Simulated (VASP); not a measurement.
Data:

```yaml
crystal:
  lattice:
    - [4.08372, 0.00000, 0.00000]
    - [-2.04186, 3.53660, 0.00000]
    - [0.00000, 0.00000, 3.70533]
  atoms:
    - { symbol: S, position: [0.00000, 0.00000, 0.00000] }
    - { symbol: Ag, position: [0.33333, 0.66667, 0.28537] }
    - { symbol: Ag, position: [0.66667, 0.33333, 0.71463] }
```

Method: PBEsol GGA, VASP's PBE PAW potentials (set 64) (plane waves; VASP). Settings: 400 eV cut-off, 10×10×9 Γ-centred mesh, tetrahedra with Blöchl corrections, potentials S Ag.

The cores are frozen, which limits the accuracy of field gradients.

Question: Give the principal components of the electric field gradient (V/Å²) and the asymmetry η at each nucleus.

Answer: 
```json
[
 {"atom": "S1", "Vxx": "16.6", "Vyy": "16.6", "Vzz": "-33.1", "η": "0.00"},
 {"atom": "Ag2", "Vxx": "-29.6", "Vyy": "-29.6", "Vzz": "59.2", "η": "0.00"},
 {"atom": "Ag3", "Vxx": "-29.6", "Vyy": "-29.6", "Vzz": "59.2", "η": "0.00"}
]
```

The structure was generated: Ag2S was put into the CdI2 type (P-3m1), which need not be its known phase. It was relaxed first, which changed the volume by -17 %.
